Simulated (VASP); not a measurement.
A convergence study with VASP on NaF (rock salt): one setting is varied, all else stays as given below, so the limit is that of these other settings.

```yaml
crystal:
  lattice:
    - [0.00000, 2.31500, 2.31500]
    - [2.31500, 0.00000, 2.31500]
    - [2.31500, 2.31500, 0.00000]
  atoms:
    - { symbol: Na, position: [0.00000, 0.00000, 0.00000] }
    - { symbol: F, position: [0.50000, 0.50000, 0.50000] }
```

These are PBE GGA, VASP's PBE PAW potentials (set 64) (plane waves; VASP) values and carry that method's errors. The tightest run used: 700 eV cut-off, 19×19×19 Γ-centred mesh, Gaussian smearing of 0.050 eV, potentials Na_pv F.

Task: The settings run are 1×1×1 mesh; 2×2×2 mesh; 3×3×3 mesh; 4×4×4 mesh; 6×6×6 mesh; 7×7×7 mesh; 8×8×8 mesh; 9×9×9 mesh; 10×10×10 mesh; 12×12×12 mesh; 13×13×13 mesh; 14×14×14 mesh; 15×15×15 mesh; 16×16×16 mesh; 18×18×18 mesh; 19×19×19 mesh. From which on does the stress (every component) stay within 0.2 GPa of the tightest run?

Result: From 3×3×3 mesh on: it is off by 0.05 there and by no more than 0.2 in any finer run, while 2×2×2 mesh is off by 1.23.
| setting | E (eV/atom) | pressure (GPa) | irreducible k-points | difference judged (GPa) |
|---|---|---|---|---|
| 1×1×1 mesh | -2.2211 | 36.95 | 1 | 34.94 |
| 2×2×2 mesh | -4.2191 | 3.24 | 3 | 1.23 |
| 3×3×3 mesh | -4.2793 | 2.06 | 4 | 0.05 |
| 4×4×4 mesh | -4.2823 | 2.02 | 8 | 0.01 |
| 6×6×6 mesh | -4.2824 | 2.01 | 16 | 0.00 |
| 7×7×7 mesh | -4.2824 | 2.01 | 20 | 0.00 |
| 8×8×8 mesh | -4.2824 | 2.01 | 29 | 0.00 |
| 9×9×9 mesh | -4.2824 | 2.01 | 35 | 0.00 |
| 10×10×10 mesh | -4.2824 | 2.01 | 47 | 0.00 |
| 12×12×12 mesh | -4.2824 | 2.01 | 72 | 0.00 |
| 13×13×13 mesh | -4.2824 | 2.01 | 84 | 0.00 |
| 14×14×14 mesh | -4.2824 | 2.01 | 104 | 0.00 |
| 15×15×15 mesh | -4.2824 | 2.01 | 120 | 0.00 |
| 16×16×16 mesh | -4.2824 | 2.01 | 145 | 0.00 |
| 18×18×18 mesh | -4.2824 | 2.01 | 195 | 0.00 |
| 19×19×19 mesh | -4.2824 | 2.01 | 220 | 0.00 |

Left out are rungs that failed or repeat a setting and relaxations that didn't move; long series are thinned to 24 rows.

The compound is NaF in the rock salt structure. The cell was not relaxed at this level.
